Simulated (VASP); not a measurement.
Given:

```
CELL_PARAMETERS angstrom
      1.64322    -2.84614     0.00000
      1.64322     2.84614     0.00000
      0.00000     0.00000    12.85597
ATOMIC_POSITIONS crystal
  Mo 0.33333 0.66667 0.25000
  Mo 0.66667 0.33333 0.75000
  S  0.33333 0.66667 0.87314
  S  0.66667 0.33333 0.37314
  S  0.66667 0.33333 0.12686
  S  0.33333 0.66667 0.62686
```

Computed with vdW-DF2, VASP's PBE PAW potentials (set 64) (plane waves; VASP). Settings: 520 eV cut-off, Gaussian smearing of 0.050 eV, potentials Mo_sv S.

Q: Estimate the band gap (along the path) with the smallest direct gap where there is one.

A: 
The band gap (along the path) comes out as 0.79 eV and the smallest direct gap (along the path) comes out as 1.40 eV.

Only differences to runs with the same potentials and settings are physical.

The compound is MoS2 in the 2H layered structure. It was relaxed first, which changed the volume by +13 %.
